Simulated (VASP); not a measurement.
An input for Quantum ESPRESSO's pw.x (written as the equivalent of a VASP run, and not itself run):

```
&CONTROL
  calculation = 'vc-relax'
  pseudo_dir = './pseudo'
  outdir = './out'
  tprnfor = .true.
  tstress = .true.
  nstep = 40
  forc_conv_thr = 0.00078
/
&SYSTEM
  ibrav = 0
  nat = 2
  ntyp = 2
  ecutwfc = 92
  occupations = 'smearing'
  smearing = 'gaussian'
  degauss = 0.003675
  input_dft = 'pz'
/
&ELECTRONS
  conv_thr = 7.3e-08
  electron_maxstep = 100
/
&IONS
/
&CELL
  press = 100
/
ATOMIC_SPECIES
  Cu 63.546 Cu.upf
  I 126.904 I.upf
CELL_PARAMETERS angstrom
     0.0000000    2.8633127    2.8633127
     2.8633127   -0.0000000    2.8633127
     2.8633127    2.8633127    0.0000000
ATOMIC_POSITIONS crystal
  Cu   0.0000000  0.0000000  0.0000000
  I    0.2500000  0.2500000  0.2500000
K_POINTS automatic
  8 8 8 0 0 0
```

### Question
Translate this input to VASP (INCAR, KPOINTS, POSCAR, choice of POTCAR).

### Answer
This is not unique; one that fits is 
File POSCAR:
```
CuI
1.0
  0.0000000000   2.8633127012   2.8633127012
  2.8633127012   0.0000000000   2.8633127012
  2.8633127012   2.8633127012   0.0000000000
Cu I
1 1
Cartesian
  0.0000000000   0.0000000000   0.0000000000
  1.4316563506   1.4316563506   1.4316563506
```

**KPOINTS**
```
Automatic mesh
0
Gamma
8 8 8
0 0 0
```

**INCAR**
```
# general
SYSTEM =CuI
PREC   =Accurate
ENCUT  =500
LREAL  =.FALSE.   # projection in real space or not
LASPH  =.TRUE.

# electronic loop
EDIFF  =1E-6
NELM   =100   # most electronic steps
ALGO   =Normal
LMAXMIX=4

# smearing
ISMEAR =0
SIGMA  =0.05   # width (eV)

# ions
IBRION =2   # conjugate gradients
NSW    =40
ISIF   =3   # ions, shape and volume
EDIFFG =-0.02   # ionic stop
PSTRESS=100

# output
LWAVE  =.FALSE.
LCHARG =.FALSE.
```

POTCAR, in this order: Cu I (LDA.64 set). Program: vasp_std.

The two are equivalent in intent, not identical: the potentials are each code's own (VASP's PAW set, PseudoDojo norm-conserving files in pw.x), so ENCUT and ecutwfc are chosen apart and not converted; conv_thr bounds pw.x's estimated SCF error, while EDIFF bounds the energy change between steps; forc_conv_thr acts on force components and is met together with etot_conv_thr.

The compound is CuI in the zinc blende structure. This run relaxes it under an external pressure of 10 GPa. Symmetry was kept, so distortions that lower it aren't found.
